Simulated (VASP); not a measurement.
A VASP calculation is set up with these files.

### POSCAR
```
YP
1
    4.3470840000     0.0000000000     0.0000000000
   -2.1735420000     3.7646850000     0.0000000000
    0.0000000000     0.0000000000     7.1195200000
Y P
2 2
Direct
  0.6666670000   0.3333330000   0.0000000000
  0.3333330000   0.6666670000   0.5000000000
  0.6666670000   0.3333330000   0.6252000000
  0.3333330000   0.6666670000   0.1252000000
```

### INCAR
```
! general
SYSTEM  = YP
PREC    = Accurate
ENCUT   = 400
LREAL   = .False.
LASPH   = .True.   ! aspherical one-centre terms

! electronic loop
EDIFF   = 1E-6
NELM    = 100
ALGO    = Normal   ! blocked Davidson
LMAXMIX = 4   ! l cut-off of mixed one-centre charges

! smearing
ISMEAR  = 0   ! Gaussian
SIGMA   = 0.05

! functional
GGA     = PE   ! PBE

! ions
ISIF    = 2   ! forces and stress, cell fixed

! output
LWAVE   = .False.
LCHARG  = .False.
```

### KPOINTS
```
K-points
0
Gamma
  5 5 3
0 0 0
```

POTCAR, in this order: Y_sv P (PBE.64 set). Program: vasp_std.

Task: Write an equivalent input for Quantum ESPRESSO's pw.x.

Result: One equivalent input (not run):
```
&CONTROL
  calculation = 'scf'
  pseudo_dir = './pseudo'
  outdir = './out'
  tprnfor = .true.
  tstress = .true.
/
&SYSTEM
  ibrav = 0
  nat = 4
  ntyp = 2
  ecutwfc = 72
  occupations = 'smearing'
  smearing = 'gaussian'
  degauss = 0.003675
  input_dft = 'pbe'
/
&ELECTRONS
  conv_thr = 7.3e-08
  electron_maxstep = 100
/
ATOMIC_SPECIES
  Y 88.906 Y.upf
  P 30.974 P.upf
CELL_PARAMETERS angstrom
     4.3470840    0.0000000    0.0000000
    -2.1735420    3.7646850    0.0000000
     0.0000000    0.0000000    7.1195200
ATOMIC_POSITIONS crystal
  Y    0.6666670  0.3333330  0.0000000
  Y    0.3333330  0.6666670  0.5000000
  P    0.6666670  0.3333330  0.6252000
  P    0.3333330  0.6666670  0.1252000
K_POINTS automatic
  5 5 3 0 0 0
```
The two are equivalent in intent, not identical: the potentials are each code's own (VASP's PAW set, PseudoDojo norm-conserving files in pw.x), so ENCUT and ecutwfc are chosen apart and not converted; conv_thr bounds pw.x's estimated SCF error, while EDIFF bounds the energy change between steps.

The structure was generated: YP was put into the wurtzite type (P6_3mc), which need not be its known phase. The cell was not relaxed at this level.
